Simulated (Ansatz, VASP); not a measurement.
## Sb (Antimony) in two plane-wave programs

Wanted: the spread between two codes on one cell, functional and k mesh. Of the first pair: The structure shown is the start of the Ansatz relaxation below; VASP solves that cell, so the two are compared at the walk's first step.

Main program and level: Ansatz 0.2.0; plane waves, with VASP 6.6.1 beside it; single point at LDA and zone-centre phonons at LDA.

## 1. The structure

The structure is trigonal, space group R-3m (No. 166). Conventional cell: a = 4.356 Å, b = 4.356 Å, c = 11.299 Å, α = 90.00°, β = 90.00°, γ = 120.00°. Sb has 3 Sb at 2.94 Å nearest.

## 2. Ansatz: relaxation, LDA

Ansatz runs on its PAW soft_1 files.

The two programs are compared at the cell with which this relaxation starts, whose forces are those of its first step.

The input, input.yaml:

```yaml
crystal:
  lattice:
    - [2.1780377144, 1.2574906607, 3.7664890414]
    - [-2.1780377144, 1.2574906607, 3.7664890414]
    - [0.0, -2.5149813214, 3.7664890414]
  atoms:
    - { symbol: Sb, position: [0.2338093489, 0.2338093489, 0.2338093489] }
    - { symbol: Sb, position: [0.7661906511, 0.7661906511, 0.7661906511] }
kpoints:
  mp_grid: { grid: [12, 12, 12] }
hamiltonian:
  xc: lda
  pseudopotentials: { kind: paw, azcp: { folder: soft_1 }, xc_functional: pbe }
scf:
  occupations: { method: methfessel_paxton, width: 0.2 }
output:
  forces: true
  stress: true
  eigenvalues: true
relax:
  adjacent_minimum: "off"
  f_tol: 0.001
  max_steps: 60
  cell: { stress_tol: 0.01, fix: [volume] }
```

Launch:

```sh
ansatz run input.yaml --threads 4 --pin off --max-ram 10240MiB --backend cpu --events-out ev --progress --plain --runs-dir out
```

Numbers of over 12 decimals in the logs are rounded to 6 here.

The program printed:

```text
Engine: ansatz 0.2.0, x86_64-unknown-linux-gnu
Pseudopotentials: kind: paw
Pseudopotential: Sb, paw, valence charge 15, recommended cutoff 420 eV (normal), soft_1/Sb.paw.azcp
Functional definition: SPW92
  exchange = slater_x
  correlation = pw_c
Crystal: 2 atoms, lattice volume = 61.895 Å³
Basis set: ecut = 420 eV, 1219 PW (Γ)
Bands: 19, of which v1, the nominal top of the filled ones, is band 15 counted from 1 (14 counted from 0)
Symmetry: 12 space group operations
Space group: R-3m (ITA 166), of the structure as read, at distance tolerance 4.0e-5 Å
k-points: 189 of 1728
Non-local potential: Sb, projectors of the file, l = 0: 2, l = 1: 2, l = 2: 2, l = 3: 1
PAW form: soft (Blöchl's): semilocal exchange-correlation on the pseudo side does not see the compensation charge
PAW frozen core: Sb, regenerated for the run's functional, and the local potential with it (the file was generated under x = pbe(κ = 0.804, μ = 0.219515), c = pbe(β = 0.066725))
PAW one-centre angular grid: Sb, 590 points (default); XC on 64 Gauss nodes
Initial density: superposition of atomic densities (chi_scale 0.1, normalization cell)
Initial wavefunctions: pseudopotential atomic-orbital guess
Functional: x = slater, c = lda
SCF iter   1: F=—  HF=-12671.768456 eV  |F-HF|=—  |Δ(HF+E_count)|=         —  Δρ=1.46e-2  dr2=1.08e-1  ethr=3.10e-3  ⟨swp⟩=6.0  Hψ=18893  notcnv=0
preconditioner: auto → Kerker (q_TF=auto, 2.418 Å⁻¹)  [metal: Δε(μ)=0.105 eV  Ē_g=8.573 eV  σ=0.200 eV  W_gap=0.41  n_scr=14 (ndim 8)  ℏωp=14.9 eV  f_vac=0.000  D(μ)=0.08/eV (n_scr^D=0)]
SCF iter   2: F=—  HF=-12671.749745 eV  |F-HF|=—  |Δ(HF+E_count)|=   1.87e-2  S|Δr|=    0.00e0  Δρ=9.24e-3  dr2=4.64e-2  ethr=3.60e-4  ⟨swp⟩=1.1  Hψ=5118  notcnv=0
SCF iter   3: F=—  HF=-12671.740616 eV  |F-HF|=—  |Δ(HF+E_count)|=   9.13e-3  S|Δr|=    0.00e0  Δρ=1.36e-3  dr2=1.86e-3  ethr=1.55e-4  ⟨swp⟩=2.0  Hψ=6387  notcnv=0
SCF iter   4: F=—  HF=-12671.740411 eV  |F-HF|=—  |Δ(HF+E_count)|=   2.05e-4  S|Δr|=    0.00e0  Δρ=4.37e-4  dr2=1.91e-4  ethr=6.20e-6  ⟨swp⟩=2.6  Hψ=5485  notcnv=0
SCF iter   5: F=—  HF=-12671.740428 eV  |F-HF|=—  |Δ(HF+E_count)|=   1.70e-5  S|Δr|=    0.00e0  Δρ=1.82e-4  dr2=2.04e-5  ethr=6.36e-7  ⟨swp⟩=2.6  Hψ=6498  notcnv=0
SCF iter   6: F=—  HF=-12671.740417 eV  |F-HF|=—  |Δ(HF+E_count)|=   1.10e-5  S|Δr|=    0.00e0  Δρ=2.67e-5  dr2=3.67e-7  ethr=6.81e-8  ⟨swp⟩=2.0  Hψ=6428  notcnv=0
SCF iter   7: F=-12671.740417 eV  HF=-12671.740417 eV  |F-HF|=6.58e-9  |Δ(HF+E_count)|=   2.51e-7  S|Δr|=    0.00e0  Δρ=1.00e-5  dr2=3.87e-8  ethr=3.33e-10  ⟨swp⟩=7.0  Hψ=19267  notcnv=0
SCF 1 converged in 7 iterations: F = -12671.740417 eV  dr2 = 3.87e-8
  greatest PAW one-centre occupation: 0.997 electrons in one spin orbital (limit 2), on the Sb atom at site 1 (counted from 0), in its partial waves of l = 2
relax step   1: F+E_penalty+E_count = -12671.74041746 eV  Δ(F+E_penalty+E_count) = +0.000e0 eV  max|allowed force component| = 8.676e-2 eV/Å  Δτ_max = 0.0000 Å  P = -2.583 GPa  Ω = 61.895 Å³  fix = [volume]  reactions: volume -2.583 GPa  (7 SCF iters, dr2 threshold 1.00e-7 eV, accepted)
[...]
relax step   2: F+E_penalty+E_count = -12671.74120749 eV  Δ(F+E_penalty+E_count) = -7.900e-4 eV  max|allowed force component| = 4.917e-2 eV/Å  Δτ_max = 0.0148 Å  P = -2.207 GPa  Ω = 61.895 Å³  fix = [volume]  reactions: volume -2.207 GPa  (5 SCF iters, dr2 threshold 2.00e-7 eV, accepted)
[...]
relax step   3: F+E_penalty+E_count = -12671.74164852 eV  Δ(F+E_penalty+E_count) = -4.410e-4 eV  max|allowed force component| = 1.201e-3 eV/Å  Δτ_max = 0.0040 Å  P = -2.270 GPa  Ω = 61.895 Å³  energy of the carried Pulay correction = -5.483e-18 eV  fix = [volume]  reactions: volume -2.270 GPa  (4 SCF iters, dr2 threshold 1.51e-7 eV, accepted)
[...]
relax step   4: F+E_penalty+E_count = -12671.74167206 eV  Δ(F+E_penalty+E_count) = -2.355e-5 eV  max|allowed force component| = 8.274e-5 eV/Å  Δτ_max = 0.0005 Å  P = -2.237 GPa  Ω = 61.895 Å³  energy of the carried Pulay correction = -1.371e-18 eV  fix = [volume]  reactions: volume -2.237 GPa  (4 SCF iters, dr2 threshold 8.67e-9 eV, accepted)
[...]
relax step   5: F+E_penalty+E_count = -12671.74167305 eV  Δ(F+E_penalty+E_count) = -9.839e-7 eV  max|allowed force component| = 6.945e-6 eV/Å  Δτ_max = 0.0001 Å  P = -2.243 GPa  Ω = 61.895 Å³  energy of the carried Pulay correction = +2.741e-18 eV  fix = [volume]  reactions: volume -2.243 GPa  (4 SCF iters, dr2 threshold 3.25e-10 eV, accepted)
[...]
relax step   6: F+E_penalty+E_count = -12671.74167314 eV  Δ(F+E_penalty+E_count) = -9.212e-8 eV  max|allowed force component| = 1.720e-6 eV/Å  Δτ_max = 0.0000 Å  P = -2.243 GPa  Ω = 61.895 Å³  fix = [volume]  reactions: volume -2.243 GPa  stress off target by 2.12e-4 GPa on what of the cell is left free  SCF on the basis re-selected at this cell (its energy is not comparable with the rows above)  (6 SCF iters)
basis re-selected at this cell: Δ(F+E_penalty+E_count) = -9.212e-8 eV, ΔP = +0.000 GPa vs the last step (what re-selecting the basis moved, of the pressure what is left beyond the Pulay correction that the steps carried, after the strain that the cell walked since its last selection, with what the two solves' SCF thresholds leave and, on support functions, any second-order correction that the steps lacked; it is no m [...]
SCF converged after 6 iterations
Stability not checked: this state was not tested for a lower state beside it, because cold or Methfessel-Paxton smearing, or corrected tetrahedra, fill the levels in a way that the test cannot read (fill_not_monotonic; see scf.lower_state_search)
Free energy (F): -12671.741673 eV
Harris-Foulkes:  -12671.741673 eV  (|F-HF|=5.46e-12)
Internal energy: -12671.743458 eV  (E = F + TS)
E sigma→0 (E₀):  -12671.742119 eV
Entropy (-TS):   0.001785 eV (0.893 meV/atom)
Fermi energy:    9.535655 eV
--- Per-component energies (eV) ---
  E_band       = -349.097039
  E_kinetic    = 327.354807
  E_local      = -3218.816828  (includes V_loc(G=0)·N_el)
  E_nonlocal   = 787.238926
  E_hartree    = 1327.822318
  E_xc         = -197.364159
  E_vxc        = -182.776550  (∫ρ·V_xc dr)
  E_paw        = -8789.332365  (= ΣΔE_a)
  E_vpaw       = -717.742284  (= ΣTr[D̂ρ^β])
  E_aug_tail   = 0.000246  (compensation charges beyond the density's cutoff)
  E_ewald      = -2909.764025
  E_core_change = 1.117622  (= ΣΔE_core)
  E_smearing   = 0.001785  (= −TS)
  E_closure    = 0.000000  (closes the sum)
  Σ components = -12671.741673   (vs F -12671.741673, Δ=0.00e0)
--- Forces (eV/Å), atoms counted from 1 ---
  atom   1  Sb     0.00000000     0.00000000    -0.00000172
  atom   2  Sb    -0.00000000    -0.00000000     0.00000172
  max |Σ_I F_I| component: 2.31e-18 eV/Å
--- Stress (GPa, compression-positive) ---
       -2.242968       0.000000      -0.000000
        0.000000      -2.242968       0.000000
       -0.000000       0.000000      -2.242650
  P = ⅓ Tr σ = -2.2429 GPa (-22.429 kbar)
--- Band table (eV; the first three rows and the last of 189) ---
  k-point 0: bands = [... 11 lower, 4.5124, 7.6346, 7.8556, 7.8556, 11.6095, 12.2257, 12.2257, 14.8513]
  k-point 1: bands = [... 11 lower, 4.2083, 7.6629, 7.8364, 7.9518, 11.5843, 12.0131, 12.0576, 14.4741]
  k-point 2: bands = [... 11 lower, 3.4644, 7.6642, 7.7904, 8.2094, 11.3254, 11.5464, 11.6182, 14.2398]
  k-point 188: bands = [... 11 lower, 0.7122, 8.3217, 8.3217, 9.0020, 9.7924, 9.7924, 10.6627, 16.5087]
--- Relaxed structure (5 steps of the walk, 5 accepted, 1 SCFs on fresh bases) ---
  F+E_penalty+E_count = -12671.74167314 eV   max|allowed force component| = 1.720e-6 eV/Å   (the final SCF, on the basis selected at the relaxed cell)
  cell:  # Å, volume = 61.8954 Å³
    - [2.171184, 1.253534, 3.790305]
    - [-2.171184, 1.253534, 3.790305]
    - [0, -2.507068, 3.790305]
  atoms:
    - { symbol: Sb, position: [0.232815, 0.232815, 0.232815] }
    - { symbol: Sb, position: [0.767185, 0.767185, 0.767185] }
```

## 3. VASP: single point, LDA, start cell

The same cell, functional (in two slightly different forms), mesh and smearing now go to VASP, with its own data sets.

Lines of VASP's logs that name or quote its potential files are left out, and so is its time.

The input, INCAR:

```
SYSTEM = Sb
PREC = Accurate
ENCUT = 400
EDIFF = 1E-06
NELM = 120
ISMEAR = 1
SIGMA = 0.2
LREAL = .FALSE.
ALGO = Normal
GGA = CA
NBANDS = 11
LORBIT = 11
LWAVE = .FALSE.
LCHARG = .FALSE.
ISIF = 2
LASPH = .TRUE.
GGA_COMPAT = .FALSE.
KPAR = 2
```

The input, POSCAR:

```
Sb
1.0
    2.1780380000      1.2574910000      3.7664890000
   -2.1780380000      1.2574910000      3.7664890000
    0.0000000000     -2.5149810000      3.7664890000
Sb
2
Direct
    0.2338093159      0.2338093159      0.2338094089
    0.7661905515      0.7661905515      0.7661908562
```

The input, KPOINTS:

```
Automatic mesh
0
Gamma
12 12 12
0 0 0
```

The projector-augmented-wave data sets are Sb (LDA family, release 64).

Launch:

```sh
mpirun -np 2 vasp_std
```

The program printed:

```text
[banner, memory and clock lines left out]
running    2 mpi-ranks, on    1 nodes
 distrk:  each k-point on    1 cores,    2 groups
 distr:  one band on    1 cores,    1 groups

 POSCAR found type information on POSCAR Sb
 POSCAR found :  1 types and       2 ions
 LDA part: xc-table for (Slater(with rela. corr.)+CA(PZ))
 , standard interpolation
 POSCAR, INCAR and KPOINTS ok, starting setup
 FFT: planning ... GRIDC
 FFT: planning ... GRID_SOFT
 FFT: planning ... GRID
 WAVECAR not read
 entering main loop
       N       E                     dE             d eps       ncg     rms          rms(c)
DAV:   1     0.299793602761E+02    0.29979E+02   -0.30696E+03  4158   0.577E+02
DAV:   2    -0.800760535729E+01   -0.37987E+02   -0.36809E+02  5791   0.104E+02
DAV:   3    -0.961190551500E+01   -0.16043E+01   -0.15929E+01  4983   0.244E+01
DAV:   4    -0.962619851474E+01   -0.14293E-01   -0.14292E-01  4656   0.281E+00
DAV:   5    -0.962638563658E+01   -0.18712E-03   -0.18712E-03  4837   0.345E-01    0.303E+00
DAV:   6    -0.961095950503E+01    0.15426E-01   -0.37049E-03  4683   0.326E-01    0.179E+00
DAV:   7    -0.960224156101E+01    0.87179E-02   -0.79531E-03  4572   0.474E-01    0.581E-02
DAV:   8    -0.960225137541E+01   -0.98144E-05   -0.23050E-04  4701   0.107E-01    0.197E-02
DAV:   9    -0.960225603734E+01   -0.46619E-05   -0.17669E-05  4764   0.255E-02    0.612E-03
DAV:  10    -0.960225558359E+01    0.45375E-06   -0.24478E-06  3860   0.850E-03
   1 F= -.96022556E+01 E0= -.96029632E+01  d E =0.212281E-02
```

From OUTCAR (step 3):

```text
ion  position               nearest neighbor table
   1  0.234  0.234  0.234-   2 2.94   2 2.94   2 2.94   2 3.37   2 3.37   2 3.37
   2  0.766  0.766  0.766-   1 2.94   1 2.94   1 2.94   1 3.37   1 3.37   1 3.37

  LATTYP: Found a trigonal (rhomboedric) cell.
 ALAT       =     4.5289703611
 COS(alpha) =     0.5374465296

 Subroutine GETGRP returns: Found 12 space group operations
 (whereof 12 operations were pure point group operations)

The static configuration has the point symmetry D_3d.

 Found    189 irreducible k-points:

   k-points           NKPTS =    189   k-points in BZ     NKDIM =    189   number of bands    NBANDS=     11

   dimension x,y,z NGX =    30 NGY =   30 NGZ =   30
   dimension x,y,z NGXF=    60 NGYF=   60 NGZF=   60

   ENCUT  =  400.0 eV  29.40 Ry    5.42 a.u.   7.39  7.39  7.39*2*pi/ulx,y,z

   NELECT =      10.0000    total number of electrons

 k-points in reciprocal lattice and weights: Automatic mesh
   0.00000000  0.00000000  0.00000000       0.001
   0.08333333  0.00000000  0.00000000       0.003
   0.16666667  0.00000000 -0.00000000       0.003
   0.25000000  0.00000000 -0.00000000       0.003
   0.33333333  0.00000000 -0.00000000       0.003
   0.41666667  0.00000000 -0.00000000       0.003
   0.50000000  0.00000000 -0.00000000       0.002
   0.08333333  0.08333333  0.00000000       0.003
   0.16666667  0.08333333 -0.00000000       0.007
[...]
-0.41666667  0.50000000  0.41666667       0.003
   0.50000000  0.50000000  0.50000000       0.001

 average (electrostatic) potential at core
       1 -87.0617       2 -87.0617

 E-fermi :   6.7574

 k-point     1 :       0.0000    0.0000    0.0000
  band No.  band energies     occupation
      1      -5.7109      2.00000
      2       1.8187      2.00000
      3       4.8914      2.00000
      4       5.0632      2.00000
      5       5.0632      2.00000
      6       8.8912     -0.00000
      7       9.4684     -0.00000
      8       9.4684     -0.00000
      9      11.8933      0.00000
     10      11.8933      0.00000
    ...

 k-point     2 :       0.0833    0.0000    0.0000
  band No.  band energies     occupation
      1      -5.6366      2.00000
      2       1.5028      2.00000
      3       4.9158      2.00000
      4       5.0482      2.00000
      5       5.1835      2.00000
      6       8.8449     -0.00000
      7       9.2571     -0.00000
      8       9.2874     -0.00000
      9      11.5728      0.00000
     10      11.9034      0.00000
    ...

 k-point     3 :       0.1667    0.0000   -0.0000
  band No.  band energies     occupation
      1      -5.4148      2.00000
      2       0.7404      2.00000
      3       4.9233      2.00000
      4       5.0135      2.00000
      5       5.4685      2.00000
      6       8.5635     -0.00000
      7       8.7729     -0.00000
      8       8.8220     -0.00000
      9      11.3788      0.00000
     10      11.9224      0.00000
    ...

  Total       -0.9311975     -0.9311973     -0.8843566      0.0000000     -0.0000001      0.0000000
  in kB      -24.1042822    -24.1042761    -22.8917928      0.0000000     -0.0000020      0.0000000
  external PRESSURE =     -23.7001170 kB  Pullay stress =       0.0000000 kB

  energy-cutoff  :      400.00
  volume of cell :       61.90
      direct lattice vectors                 reciprocal lattice vectors
     2.178038000  1.257491000  3.766489000     0.229564406  0.132539088  0.088499738
    -2.178038000  1.257491000  3.766489000    -0.229564406  0.132539088  0.088499738
     0.000000000 -2.514981000  3.766489000     0.000000000 -0.265078177  0.088499773

 POSITION                                       TOTAL-FORCE (eV/Angst)
 -----------------------------------------------------------------------------------
      0.00000     -0.00000      2.64192         0.000000     -0.000000     -0.026503
      0.00000     -0.00000      8.65755         0.000000      0.000000      0.026503
 -----------------------------------------------------------------------------------
    total drift:                               -0.000000      0.000178      0.000000

  FREE ENERGIE OF THE ION-ELECTRON SYSTEM (eV)
  ---------------------------------------------------
  free  energy   TOTEN  =        -9.6022555836 eV

  energy  without entropy=       -9.6043783888  energy(sigma->0) =       -9.60296319

 total charge
# of ion       s       p       d       tot
------------------------------------------
    1        1.225   1.147   0.035   2.407
    2        1.225   1.147   0.035   2.407
--------------------------------------------------
tot          2.450   2.295   0.070   4.814

[... 3 further parts left out ...]
```

The run ends at a pressure of -2.37 GPa, with forces up to 0.027 eV/Å.

## 4. Side by side

Known differences besides the potentials themselves: the two LDA forms differ slightly; the data sets hold 30 valence electrons in Ansatz (on its PAW soft_1 files) and 10 in VASP; the cutoff is 420 eV in Ansatz and 400 eV in VASP; VASP's log shows a relativistic correction to its local exchange, Ansatz's none. Total energies have different zeros and are not compared.

At this near-relaxed geometry the largest component of a force difference is 60 meV/Å.

## 5. Other set-ups

Further runs change the set-up of one program: Ansatz's method, potentials or start, or VASP's data sets, cutoff or form of LDA. The table gives that difference for each run.

| run | r.m.s. force difference (meV/Å) |
| --- | --- |
| as above | 35 |
| VASP with a cutoff of 500 eV (perhaps on Ansatz's relaxed cell) | 38 |

(Continued in part 2 of 2.)

[Lines on the potential files, build, host, timing and source positions are cut from VASP's logs without a mark.]

[Logs are printed without paths, hosts, clocks, repeated set-up lines and the standing remarks that a program may print on its own settings, such as how far it seeks lower states.]

[Hosts, paths, dates, database ids (printed as entryN), source tags and the programs' standing remarks are cut or masked in the printed files.]

[Rows of further runs with another cutoff or data set may stand on the cell that Ansatz relaxed, not on the start cell of the pair above them.]
